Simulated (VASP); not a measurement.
Consider the following.

```
CELL_PARAMETERS angstrom
      4.59020     0.00000     0.00000
     -2.29510     3.97523     0.00000
      0.00000     0.00000     7.43781
ATOMIC_POSITIONS crystal
  Mg 0.33333 0.66667 0.99599
  Mg 0.66667 0.33333 0.49599
  Te 0.33333 0.66667 0.37401
  Te 0.66667 0.33333 0.87401
```

Method: G0W0 on PBE orbitals, VASP's PBE PAW potentials (set 64) (plane waves; VASP). Run with PREC = Normal, 500 eV cut-off, 4×4×2 Γ-centred mesh, Gaussian smearing of 0.010 eV, potentials Mg_sv_GW Te_GW.

The mesh is coarse and the basis finite, so the quasiparticle values are not converged.

Q: The job: MgTe (space group P6_3mc), 4 atoms, G0W0@PBE, GW step (176 bands), 500 eV, 4×4×2 Γ-centred mesh. Roughly how much core time does it take on a busy server core?

A: About 30 core-minutes (one run on a shared machine, a rough figure). It had 8 irreducible k-points, 176 bands, up to 3496 plane waves and 0 electronic steps.

The structure comes from a computed database's MgTe entry (P6_3mc); how it stands against other phases isn't given here. The cell was not relaxed at this level. The k-mesh is coarse (spacing up to 0.42 per Å, 2π included), so the numbers may not be converged in it.
